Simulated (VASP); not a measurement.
Crystal: AlNi.

```xyz
2
Lattice="2.8810 0.0000 0.0000 0.0000 2.8810 0.0000 0.0000 0.0000 2.8810" Properties=species:S:1:pos:R:3 pbc="T T T"
Al    0.0000    0.0000    0.0000
Ni    1.4405    1.4405    1.4405
```

```yaml
Program: VASP 6.6.1
Task: relaxation of cell and atoms
Functional: LDA
Potentials_or_basis: VASP PAW LDA potentials, release 64 (Al, Ni)
Cutoff: 600 eV
k_mesh: 14 × 14 × 14
Occupations: methfessel-paxton, width 0.1 eV
Spin: no spin polarisation
```

At the start: pressure -8.1 GPa; volume 11.96 Å³/atom.

How do energy, volume and symmetry change on relaxing?

Over 3 steps the energy falls by 15.4 meV/atom and the volume is 11.38 Å³/atom (-4.8 %); space group Pm-3m (No. 221, to 0.05 Å).

The path:
| step | energy change (eV) | largest force (eV/Å) | pressure (GPa) | volume (Å³) |
| --- | --- | --- | --- | --- |
| 1 | 0.0000 | 0.0000 | -8.10 | 23.91 |
| 2 | -0.0097 | 0.0000 | 7.84 | 21.88 |
| 3 | -0.0309 | 0.0000 | -0.06 | 22.77 |

Final structure:
```
Al Ni
1.0
     2.83419    0.00000    0.00000
     0.00000    2.83419    0.00000
     0.00000    0.00000    2.83419
Al Ni
1 1
Cartesian
  0.0000 0.0000 0.0000
  1.4171 1.4171 1.4171
```
